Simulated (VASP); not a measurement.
Input:

```xyz
6
Lattice="1.7763 -3.0766 0.0000 1.7763 3.0766 0.0000 0.0000 0.0000 14.6716" Properties=species:S:1:pos:R:3 pbc="T T T"
Te     1.7763     1.0255    12.8141
Te     1.7763    -1.0255     5.4783
Te     1.7763    -1.0255     1.8574
Te     1.7763     1.0255     9.1932
Mo     1.7763     1.0255     3.6679
Mo     1.7763    -1.0255    11.0037
```

Level of theory: PBE GGA, VASP's PBE PAW potentials (set 64) (plane waves; VASP). Run with 400 eV cut-off, 16×16×4 Γ-centred mesh, Gaussian smearing of 0.010 eV, potentials Te Mo_sv.

Without a dispersion term in the relaxation, distances and binding between the weakly bound layers, chains or molecules are unreliable, and so is what depends on them.

Question: Estimate the energy per atom (σ→0).

Answer: 
```yaml
energy per atom (σ→0): -6.011 eV/atom
```

The absolute energy has meaning only against runs of the same code, potentials and settings.

The compound is MoTe2 in the 2H layered structure. It was relaxed first, which changed the volume by +7 %.
